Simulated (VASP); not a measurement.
BN (zinc blende): the band gap from VASP (plane waves, PAW) at several levels of theory. Gaps are without spin-orbit coupling. Each level names its cell: its own relaxed one, PBE's, or the starting one. A gap is the smallest over the k-mesh and a band path; hybrids may have named points in place of the path, and GW has the mesh alone. mBJ is a potential without an energy functional, so only the levels count. The mesh is coarse and the basis finite, so the quasiparticle values are not converged.

| level | band gap (eV) | error against measurement (eV) |
|---|---|---|
| LDA (own cell) | 4.37 | -1.83 |
| PBE (own cell) | 4.45 | -1.75 |
| PBEsol (own cell) | 4.28 | -1.92 |
| SCAN (own cell) | 4.97 | -1.23 |
| r2SCAN (own cell) | 4.98 | -1.22 |
| mBJ (TB09) (PBE cell) | 5.79 | -0.41 |
| HSE06 (PBE cell) | 5.78 | -0.42 |
| PBE0 (PBE cell) | 6.52 | +0.32 |
| B3LYP (PBE cell) | 6.53 | +0.33 |
| Hartree-Fock (PBE cell) | 13.68 | +7.48 |
| G0W0@PBE (starting cell) | 6.20 | +0.00 |
| evGW0@PBE (starting cell) | 6.33 | +0.13 |

Measured: 6.20 eV at 300 K (as given by arXiv:1206.3780).

The cell of the LDA (own cell) run:

```
BN
1.0
    0.00000     1.79180     1.79180
    1.79180     0.00000     1.79180
    1.79180     1.79180     0.00000
B N
1 1
Cartesian
  0.00000   0.00000   0.00000
  0.89590   0.89590   0.89590
```

Only levels that ran to the end are used. Left out are those held back, those with too coarse a band path, GW runs whose mesh misses a band edge, hybrids' fits of cells that aren't cubic and levels without matching references; a question may draw on a part of the rest.

The compound is BN in the zinc blende structure.
